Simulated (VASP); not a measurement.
Energy against volume of ZnO (wurtzite). Calculation: revPBE GGA, VASP's PBE PAW potentials (set 64) (plane waves; VASP). Settings: 520 eV cut-off, 8×8×4 Γ-centred mesh, Gaussian smearing of 0.050 eV, potentials Zn O.

Shape and ions are relaxed at each volume.

| V (Å³/atom) | E (eV/atom) |
|---|---|
| 12.352 | -4.13778 |
| 12.734 | -4.14251 |
| 13.116 | -4.13866 |
| 13.498 | -4.12757 |

**Question.** Fit these four points and predict the energy of the run at 11.970 Å³/atom.

**Answer.** A cubic in V^(−2/3), the third-order Birch-Murnaghan form, passes through the four points with V0 = 12.74 Å³/atom and B0 = 119 GPa, and gives -4.1229 eV/atom there. The run gave -4.1230 eV/atom, -0.1 meV/atom from the fit; all five points give B0 = 119 GPa.

The compound is ZnO in the wurtzite structure. It was relaxed first, which changed the volume by +7 %.
